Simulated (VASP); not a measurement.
Here is the system:

```
SrTe
1.0
    0.00000     3.30045     3.30045
    3.30045     0.00000     3.30045
    3.30045     3.30045     0.00000
Sr Te
1 1
Direct
  0.00000   0.00000   0.00000
  0.50000   0.50000   0.50000
```

These are LDA (Ceperley-Alder, Perdew-Zunger), VASP's LDA PAW potentials (set 64) (plane waves; VASP 6.6.1) values and carry that method's errors. Run with 520 eV cut-off, 7×7×7 Γ-centred mesh, Gaussian smearing of 0.050 eV, potentials Sr_sv Te.

**Question.** What does the run give for the energy per atom (σ→0), pressure?

**Answer.** 
* **energy per atom (σ→0)**: -4626 meV/atom
* **pressure**: -1.09 GPa

Only differences to runs with the same potentials and settings are physical.

The compound is SrTe in the rock salt structure. This cell is one point of a volume scan, at 1.03 of the reference volume.
